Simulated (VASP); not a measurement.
All values below come from PBE GGA, VASP's PBE PAW potentials (set 64) (plane waves; VASP).

VASP input:

File KPOINTS:
```
Automatic mesh
0
Gamma
6 6 6
0 0 0
```

POSCAR:
```
ZnS
1
    0.0000000000     2.7236531976     2.7236531976
    2.7236531976     0.0000000000     2.7236531976
    2.7236531976     2.7236531976     0.0000000000
Zn S
1 1
Direct
  0.0000000000   0.0000000000   0.0000000000
  0.2500000000   0.2500000000   0.2500000000
```

**INCAR**
```
ALGO = Normal
EDIFF = 1E-6
ENCUT = 520
GGA = PE
ISMEAR = 0
LASPH = T
LCHARG = F
LMAXMIX = 4
LREAL = F
LWAVE = T
NELM = 100
PREC = Accurate
SIGMA = 0.05
SYSTEM = ZnS
```

POTCAR, in this order: Zn S (PBE.64 set). Program: vasp_std.

The run wrote:

### OSZICAR
```
       N       E                     dE             d eps       ncg     rms          rms(c)
DAV:   1     0.900373682426E+02    0.90037E+02   -0.91253E+03   416   0.167E+03
DAV:   2    -0.875070551091E+00   -0.90912E+02   -0.86406E+02   451   0.285E+02
DAV:   3    -0.719498259163E+01   -0.63199E+01   -0.62893E+01   516   0.747E+01
DAV:   4    -0.727671600691E+01   -0.81733E-01   -0.81714E-01   451   0.900E+00
DAV:   5    -0.727801462288E+01   -0.12986E-02   -0.12986E-02   536   0.113E+00    0.677E+00
DAV:   6    -0.686487297572E+01    0.41314E+00   -0.95232E-01   597   0.363E+01    0.525E+00
DAV:   7    -0.684963201412E+01    0.15241E-01   -0.33549E-01   426   0.561E+00    0.265E+00
DAV:   8    -0.684915458677E+01    0.47743E-03   -0.56991E-03   486   0.697E-01    0.770E-01
DAV:   9    -0.684946464152E+01   -0.31005E-03   -0.10664E-03   469   0.319E-01    0.128E-01
DAV:  10    -0.684960638880E+01   -0.14175E-03   -0.15136E-04   476   0.129E-01    0.597E-02
DAV:  11    -0.684963180205E+01   -0.25413E-04   -0.37436E-05   459   0.770E-02    0.868E-03
DAV:  12    -0.684963302454E+01   -0.12225E-05   -0.26599E-06   465   0.168E-02    0.462E-03
DAV:  13    -0.684963292029E+01    0.10425E-06   -0.23356E-07   273   0.115E-02
   1 F= -.68496329E+01 E0= -.68496329E+01  d E =-.560199E-13
```

File OUTCAR:
```
------------------------ aborting loop because EDIFF is reached ----------------------------------------
  FORCE on cell =-STRESS in cart. coord.  units (eV):
  Direction    XX          YY          ZZ          XY          YZ          ZX
  --------------------------------------------------------------------------------------
  Total        0.0028315      0.0028315      0.0028315     -0.0000000      0.0000000      0.0000000
  in kB        0.1122658      0.1122658      0.1122658     -0.0000000      0.0000000      0.0000000
  external PRESSURE =       0.1122658 kB  Pullay stress =       0.0000000 kB
  volume of cell :       40.41
      direct lattice vectors                 reciprocal lattice vectors
     0.000000000  2.723653198  2.723653198    -0.183576970  0.183576970  0.183576970
     2.723653198  0.000000000  2.723653198     0.183576970 -0.183576970  0.183576970
     2.723653198  2.723653198  0.000000000     0.183576970  0.183576970 -0.183576970
  FREE ENERGIE OF THE ION-ELECTRON SYSTEM (eV)
  ---------------------------------------------------
  free  energy   TOTEN  =        -6.8496329203 eV

  energy  without entropy=       -6.8496329203  energy(sigma->0) =       -6.84963292
```
(Selected blocks of OUTCAR.)

The compound is ZnS in the zinc blende structure. It was relaxed first.
